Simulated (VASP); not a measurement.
LiBiS3, 5 atoms in the cell. It takes space group Pm-3m (No. 221, cubic). The conventional cell has a = 4.561 Å, b = 4.561 Å, c = 4.561 Å, α = 90.00°, β = 90.00°, γ = 90.00°. Li (site symmetry m-3m) is surrounded by 6 S at 2.28 Å. Bi (site symmetry m-3m) is surrounded by 12 S at 3.23 Å. S (site symmetry 4/mmm) has 2 Li at 2.28 Å as nearest neighbours. The cell was built by a generator and needn't be a form met in nature.

| Quantity | Value |
| --- | --- |
| Program | VASP 6.6.1 |
| Task | relaxation of cell and atoms |
| Functional | LDA |
| Potentials or basis | VASP PAW LDA potentials, release 64 (Li_sv, Bi_d, S) |
| Cutoff | 600 eV |
| k mesh | 5 × 5 × 5 |
| Occupations | fermi-dirac, width 0.05 eV |
| Spin | no spin polarisation |
| Target pressure | 30 GPa |
| Further INCAR settings | ALGO = Normal; EDIFF = 1e-07; IBRION = 2; EDIFFG = -0.01; NSW = 60; ISIF = 3 |
| Target pressure | 30 GPa |

Potentials or basis: VASP PAW LDA potentials, release 64 (Li_sv, Bi_d, S).

Run with:

```sh
$ cat potpaw_LDA.64/Li_sv/POTCAR potpaw_LDA.64/Bi_d/POTCAR potpaw_LDA.64/S/POTCAR > POTCAR
$ mpirun -np 1 vasp_std > vasp.out
```

Hardware: 1 thread of Intel(R) Xeon(R) 6975P-C (Granite Rapids), with other jobs on the host.

Estimate the wall time of this run.

Run time: 45 s on 1 thread of Intel(R) Xeon(R) 6975P-C (Granite Rapids), with other jobs on the host, peak memory 0.19 GiB. Counts: scf iterations 54, k points 10, ion steps 5.
